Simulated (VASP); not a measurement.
Consider the following.

```
CELL_PARAMETERS angstrom
      9.17585    -4.80660     0.00041
      9.17585     4.80660     0.00041
      6.65764     0.00000     7.93570
ATOMIC_POSITIONS crystal
  Al 0.42605 0.42333 0.42272
  Al 0.17600 0.17600 0.17600
  Al 0.07400 0.07400 0.07400
  Al 0.32400 0.32400 0.32400
  Al 0.42600 0.42600 0.92600
  Al 0.17600 0.17600 0.67600
  Al 0.07400 0.07400 0.57400
  Al 0.32517 0.31774 0.82638
  Al 0.42600 0.92600 0.42600
  Al 0.17600 0.67600 0.17600
  Al 0.07400 0.57400 0.07400
  Al 0.32400 0.82400 0.32400
  Al 0.42600 0.92600 0.92600
  Al 0.17289 0.67456 0.67656
  Al 0.07262 0.57484 0.57449
  Al 0.32400 0.82400 0.82400
  Al 0.92600 0.42600 0.42600
  Al 0.67600 0.17600 0.17600
  Al 0.57400 0.07400 0.07400
  Al 0.82400 0.32400 0.32400
  Al 0.92600 0.42600 0.92600
  Al 0.67600 0.17600 0.67600
  Al 0.57400 0.07400 0.57400
  Al 0.82400 0.32400 0.82400
  Al 0.92600 0.92600 0.42600
  Al 0.67600 0.67600 0.17600
  Al 0.57400 0.57400 0.07400
  Al 0.82400 0.82400 0.32400
  Al 0.92600 0.92600 0.92600
  Al 0.67600 0.67600 0.67600
  Al 0.57400 0.57400 0.57400
  Al 0.82400 0.82400 0.82400
  O  0.22200 0.02800 0.37500
  O  0.02800 0.37500 0.22200
  O  0.27800 0.47200 0.12500
  O  0.12500 0.27800 0.47200
  O  0.47200 0.12500 0.27800
  O  0.37500 0.22200 0.02800
  O  0.22200 0.02800 0.87500
  O  0.03229 0.36969 0.71765
  O  0.12795 0.27837 0.96640
  O  0.47322 0.12597 0.77688
  O  0.37217 0.22028 0.53353
  O  0.23065 0.52642 0.37224
  O  0.02800 0.87500 0.22200
  O  0.27800 0.97200 0.12500
  O  0.11917 0.78167 0.47168
  O  0.47490 0.62388 0.27191
  O  0.37500 0.72200 0.02800
  O  0.21818 0.53107 0.87337
  O  0.02800 0.87500 0.72200
  O  0.27800 0.97200 0.62500
  O  0.12500 0.77800 0.97200
  O  0.47200 0.62500 0.77800
  O  0.37224 0.72198 0.52988
  O  0.72200 0.02800 0.37500
  O  0.52800 0.37500 0.22200
  O  0.77800 0.47200 0.12500
  O  0.62881 0.27422 0.46570
  O  0.97200 0.12500 0.27800
  O  0.87500 0.22200 0.02800
  O  0.72200 0.02800 0.87500
  O  0.52468 0.38062 0.71746
  O  0.77800 0.47200 0.62500
  O  0.62500 0.27800 0.97200
  O  0.97200 0.12500 0.77800
  O  0.87500 0.22200 0.52800
  O  0.72200 0.52800 0.37500
  O  0.52800 0.87500 0.22200
  O  0.77800 0.97200 0.12500
  O  0.62500 0.77800 0.47200
  O  0.97200 0.62500 0.27800
  O  0.87500 0.72200 0.02800
  O  0.72200 0.52800 0.87500
  O  0.52800 0.87500 0.72200
  O  0.77800 0.97200 0.62500
  O  0.62500 0.77800 0.97200
  O  0.97200 0.62500 0.77800
  O  0.87500 0.72200 0.52800
```
Cell charge -2.

Calculation: PBE GGA, VASP's PBE PAW potentials (set 64) (plane waves; VASP). Run with PREC = Normal, LREAL = Auto, ISYM = 0, NELECT = 380.0, EDIFF = 1E-5, 400 eV cut-off, 1×1×1 Γ-centred mesh, Gaussian smearing of 0.050 eV, potentials Al O.

The cell is charged, with a uniform compensating background. The supercell is sampled at Γ alone, which is coarse: total energies, pressure and levels can be off, energies of defects by several tenths of an eV.

### Question
The ions are relaxed. What does this cell relax into?

### Answer

```
CELL_PARAMETERS angstrom
      9.17585    -4.80660     0.00041
      9.17585     4.80660     0.00041
      6.65764     0.00000     7.93570
ATOMIC_POSITIONS crystal
  Al 0.41844 0.42753 0.43794
  Al 0.17866 0.17719 0.17284
  Al 0.07435 0.07356 0.07299
  Al 0.32509 0.32412 0.32322
  Al 0.42570 0.42467 0.92605
  Al 0.17635 0.17543 0.67572
  Al 0.07400 0.07407 0.57267
  Al 0.32229 0.33163 0.81098
  Al 0.42615 0.92653 0.42546
  Al 0.17612 0.67615 0.17596
  Al 0.07364 0.57373 0.07351
  Al 0.32442 0.82366 0.32310
  Al 0.42634 0.92612 0.92567
  Al 0.17518 0.67770 0.67622
  Al 0.07230 0.57456 0.57324
  Al 0.32413 0.82315 0.82367
  Al 0.92681 0.42572 0.42577
  Al 0.67573 0.17675 0.17597
  Al 0.57323 0.07405 0.07333
  Al 0.82383 0.32363 0.32357
  Al 0.92624 0.42546 0.92632
  Al 0.67605 0.17613 0.67608
  Al 0.57396 0.07373 0.57320
  Al 0.82352 0.32366 0.82399
  Al 0.92621 0.92589 0.42546
  Al 0.67641 0.67563 0.17630
  Al 0.57288 0.57130 0.07643
  Al 0.82310 0.82370 0.32358
  Al 0.92622 0.92679 0.92601
  Al 0.67567 0.67584 0.67676
  Al 0.57433 0.57365 0.57355
  Al 0.82402 0.82388 0.82387
  O  0.22181 0.02699 0.37464
  O  0.02861 0.37490 0.22060
  O  0.27705 0.47278 0.12472
  O  0.12590 0.27807 0.47092
  O  0.47139 0.12488 0.27858
  O  0.37581 0.22289 0.02634
  O  0.22205 0.02807 0.87439
  O  0.03125 0.37501 0.72047
  O  0.12614 0.27934 0.96899
  O  0.47167 0.12553 0.77684
  O  0.37415 0.22167 0.52980
  O  0.22137 0.52743 0.37635
  O  0.02880 0.87441 0.22223
  O  0.27856 0.97190 0.12429
  O  0.12673 0.77451 0.47299
  O  0.47076 0.62375 0.28026
  O  0.37500 0.72132 0.02885
  O  0.22218 0.52876 0.87308
  O  0.02810 0.87522 0.72123
  O  0.27884 0.97103 0.62432
  O  0.12500 0.77806 0.97126
  O  0.47173 0.62411 0.77844
  O  0.37471 0.71898 0.52890
  O  0.72185 0.02828 0.37478
  O  0.52717 0.37403 0.22306
  O  0.77817 0.47124 0.12503
  O  0.62435 0.27837 0.47229
  O  0.97241 0.12472 0.27731
  O  0.87555 0.22184 0.02727
  O  0.72160 0.02820 0.87445
  O  0.52797 0.37583 0.71966
  O  0.77894 0.47087 0.62517
  O  0.62509 0.27822 0.97089
  O  0.97195 0.12566 0.77746
  O  0.87493 0.22154 0.52774
  O  0.72205 0.52800 0.37480
  O  0.52797 0.87444 0.22212
  O  0.77800 0.97180 0.12481
  O  0.62419 0.77789 0.47198
  O  0.97183 0.62489 0.27820
  O  0.87542 0.72128 0.02722
  O  0.72292 0.52794 0.87477
  O  0.52849 0.87484 0.72170
  O  0.77906 0.97083 0.62465
  O  0.62526 0.77765 0.97194
  O  0.97525 0.62335 0.77636
  O  0.87463 0.72172 0.52823
```
Cell charge -2.

### Question
How much energy does the relaxation gain?

### Answer
The energy (σ→0) changes by -5.5 meV/atom, in 12 ionic steps.

The cell is a supercell with a defect, built from Al2O3 (corundum): vac_O, charge -2. The run is not spin-polarised, so no state with unpaired spins was tried.
